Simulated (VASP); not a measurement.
Input:

```
CELL_PARAMETERS angstrom
      0.00000     1.96000     1.96000
      1.96000     0.00000     1.96000
      1.96000     1.96000     0.00000
ATOMIC_POSITIONS crystal
  Pt 0.00000 0.00000 0.00000
```

Method: TPSS meta-GGA, VASP's PBE PAW potentials (set 64) (plane waves; VASP). Settings: 520 eV cut-off, 14×14×14 Γ-centred mesh, first-order Methfessel-Paxton smearing of 0.10 eV, potentials Pt.

Question: The ions, cell shape and volume are relaxed. Which structure does the run end with?

Answer: 
```
CELL_PARAMETERS angstrom
      0.00000     1.97214     1.97214
      1.97214     0.00000     1.97214
      1.97214     1.97214     0.00000
ATOMIC_POSITIONS crystal
  Pt 0.00000 0.00000 0.00000
```
Space group Fm-3m (225), at a tolerance of 0.03 Å.

Question: How do energy and volume change from the first to the last step?

Answer: The energy (σ→0) changes by -4.4 meV/atom and the volume by +1.9 %, in 3 ionic steps.

The compound is Pt in the fcc structure. This run relaxes it. Symmetry was kept, so distortions that lower it aren't found.
